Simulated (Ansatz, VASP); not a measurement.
# MgC2 in VASP and in Ansatz

```xyz
6
Lattice="4.3052 0.0000 0.0000 0.0000 4.3052 0.0000 0.0000 0.0000 4.3052" Properties=species:S:1:pos:R:3 pbc="T T T"
Mg    0.0000    0.0000    0.0000
Mg    2.1526    2.1526    2.1526
C     1.0763    1.0763    1.0763
C     3.2289    3.2289    1.0763
C     3.2289    1.0763    3.2289
C     1.0763    3.2289    3.2289
```

Alike in both runs: task relaxation of cell and atoms; functional PBE; k mesh 4 × 4 × 4; occupations gaussian, width 0.1 eV; no spin polarisation.

```csv
,VASP,Ansatz
version,VASP 6.6.1,Ansatz 0.2.0
potentials or method,"VASP PAW PBE potentials, release 64 (Mg, C)","scalar-relativistic, plane waves, PAW"
plane-wave cutoff (eV),600,420
valence electrons in the cell,20,36
```

VASP gave:

- gap on the k mesh at the Fermi level, each at its own relaxed structure (eV): none
- relaxed volume (Å³/atom): 18.71
- relaxed cell length with the largest relative difference (Å): 4.824
- energy change over the relaxation (meV/atom): -442

**Question.** What did Ansatz give for the same quantities?

**Answer.** gap on the k mesh at the Fermi level, each at its own relaxed structure (eV): none; relaxed volume (Å³/atom): 18.76; relaxed cell length with the largest relative difference (Å): 4.828; energy change over the relaxation (meV/atom): -430.

A gap of «none» marks a metal or a gap that the smearing closes. The two sets of potentials don't hold the same shells in valence.

Caveats: the k mesh is coarse (spacing up to 0.36 Å⁻¹), so the values aren't converged; the volume moved by over 15 % at a fixed basis, so the end points are rough.
